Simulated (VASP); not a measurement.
Data:

```
BaZrO3
1.0
    4.19890     0.00000     0.00000
    0.00000     4.19890     0.00000
    0.00000     0.00000     4.19890
Ba Zr O
1 1 3
Direct
  0.00000   0.00000   0.00000
  0.50000   0.50000   0.50000
  0.50000   0.00000   0.50000
  0.00000   0.50000   0.50000
  0.50000   0.50000   0.00000
```

The numbers are results of vdW-DF-cx, VASP's PBE PAW potentials (set 64) (plane waves; VASP 6.6.1), not measurements. Settings: 520 eV cut-off, Gaussian smearing of 0.050 eV, potentials Ba_sv Zr_sv O.

Unless said otherwise, spin-orbit coupling is left out, though it shifts the bands of the heavy elements here.

Q: What does the run give for the band gap (along the path) with the smallest direct gap where there is one?

A: 
| Quantity | Result |
|---|---|
| band gap (along the path) | 3.16 eV |
| smallest direct gap (along the path) | 3.39 eV |

Only differences to runs with the same potentials and settings are physical.

The compound is BaZrO3 in the cubic perovskite structure. It was relaxed first.
